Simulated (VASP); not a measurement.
An input for Ansatz (written as the equivalent of a VASP run, and not itself run):

Ansatz 0.2 input:
```yaml
crystal:
  lattice:
    - [8.3310000, 0.0000000, 0.0000000]
    - [0.0000000, 4.9309000, 0.0000000]
    - [0.0000000, 0.0000000, 6.3928000]
  atoms:
    - { symbol: Ba, position: [0.1837600, 0.2500000, 0.6376200] }
    - { symbol: Ba, position: [0.3162400, 0.7500000, 0.1376200] }
    - { symbol: Ba, position: [0.6837600, 0.2500000, 0.8623800] }
    - { symbol: Ba, position: [0.8162400, 0.7500000, 0.3623800] }
    - { symbol: Au, position: [0.0373500, 0.2500000, 0.1338300] }
    - { symbol: Au, position: [0.4626500, 0.7500000, 0.6338300] }
    - { symbol: Au, position: [0.5373500, 0.2500000, 0.3661700] }
    - { symbol: Au, position: [0.9626500, 0.7500000, 0.8661700] }
kpoints:
  mp_grid: { grid: [2, 3, 3] }
hamiltonian:
  xc: pbesol
  pseudopotentials: { kind: paw }
scf:
  occupations: { method: fermi_dirac, width: 0.05 }
  max_iter: 100
output: { forces: true, stress: true, eigenvalues: true }
```

Problem. Translate this input to VASP (INCAR, KPOINTS, POSCAR, choice of POTCAR).

Solution. One answer among several that fit: 
**INCAR**
```
SYSTEM  =  BaAu
NELM  =  100
LWAVE  =  F
ENCUT  =  300
PREC  =  Accurate
LMAXMIX  =  6
GGA  =  PS
ALGO  =  Normal
ISIF  =  2   ! forces and stress, cell fixed
LASPH  =  T   ! aspherical one-centre terms
SIGMA  =  0.05
ISMEAR  =  -1
LCHARG  =  F
EDIFF  =  1E-6   ! SCF stop (eV)
LREAL  =  F   ! projection in real space or not
```

**POSCAR**
```
BaAu
1
    8.3310000000     0.0000000000     0.0000000000
    0.0000000000     4.9309000000     0.0000000000
    0.0000000000     0.0000000000     6.3928000000
Ba Au
4 4
Direct
  0.1837600000   0.2500000000   0.6376200000
  0.3162400000   0.7500000000   0.1376200000
  0.6837600000   0.2500000000   0.8623800000
  0.8162400000   0.7500000000   0.3623800000
  0.0373500000   0.2500000000   0.1338300000
  0.4626500000   0.7500000000   0.6338300000
  0.5373500000   0.2500000000   0.3661700000
  0.9626500000   0.7500000000   0.8661700000
```

File KPOINTS:
```
Automatic mesh
0
Gamma
2 3 3
0 0 0
```

POTCAR, in this order: Ba_sv Au (PBE.64 set). Program: vasp_std.

Limits of the translation: each code has its own PAW files, so the cut-off isn't converted (ENCUT is set for VASP's; basis.ecutwfc is left out, and Ansatz then takes the one that its files recommend); Ansatz stops its SCF on the density residual and VASP on the energy change (EDIFF).

The structure comes from a measured BaAu entry of the Crystallography Open Database, whose conditions weren't checked. The cell was not relaxed at this level. The k-mesh is coarse (spacing up to 0.42 per Å, 2π included), so the numbers may not be converged in it.
